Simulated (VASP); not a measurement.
```yaml
crystal:
  lattice:
    - [3.98000, 0.00000, 0.00000]
    - [0.00000, 3.98000, 0.00000]
    - [0.00000, 0.00000, 5.02000]
  atoms:
    - { symbol: Pb, position: [0.50000, 0.00000, 0.76500] }
    - { symbol: Pb, position: [0.00000, 0.50000, 0.23500] }
    - { symbol: O, position: [0.50000, 0.50000, 0.00000] }
    - { symbol: O, position: [0.00000, 0.00000, 0.00000] }
```

Method: PBEsol GGA, VASP's PBE PAW potentials (set 64) (plane waves; VASP). Run with 520 eV cut-off, 5×5×4 Γ-centred mesh, Gaussian smearing of 0.050 eV, potentials Pb_d O.

### Question
What does the run give for the energy per atom (σ→0), largest force?

### Answer

```
Item                            Value
---------------------  --------------
energy per atom (σ→0)  -5.718 eV/atom
largest force              0.144 eV/Å
```

The compound is PbO in the litharge structure. The cell was not relaxed at this level. The run is one of a series of settings (GGA = PS against the base run), some of them coarse on purpose.
